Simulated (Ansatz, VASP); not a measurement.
Two plane-wave programs on P4Pt

```
CELL_PARAMETERS angstrom
4.67730 0.00000 0.00000
0.00000 4.67730 0.00000
0.00000 0.00000 4.67730
ATOMIC_POSITIONS crystal
P 0.00000 0.50000 0.50000
P 0.50000 0.00000 0.50000
P 0.50000 0.50000 0.00000
P 0.00000 0.00000 0.00000
Pt 0.50000 0.50000 0.50000
```

Alike in both runs: functional PBE; k mesh 4 × 4 × 4; occupations gaussian, width 0.1 eV; no spin polarisation.

Ansatz relaxed the structure, and its values are those at the end. VASP's run is a single point on that final structure, the one shown.

|  | VASP | Ansatz |
| --- | --- | --- |
| version | VASP 6.6.1 | Ansatz 0.2.0 |
| potentials or method | VASP PAW PBE potentials, release 64 (P, Pt) | scalar-relativistic, plane waves, PAW |
| plane-wave cutoff (eV) | 520 | 420 |
| valence electrons in the cell | 30 | 38 |

```tsv
	VASP	Ansatz	Ansatz less VASP
gap on the k mesh at the Fermi level (eV)	none	none	-
pressure (GPa)	-0.1	0.1	+0.12
```

A gap of «none» marks a metal or a gap that the smearing closes. The functional is the same, so the differences come from potentials, cutoffs and numerics. The two sets of potentials don't hold the same shells in valence.

The runs have no spin-orbit coupling, so splittings on Pt are missing.
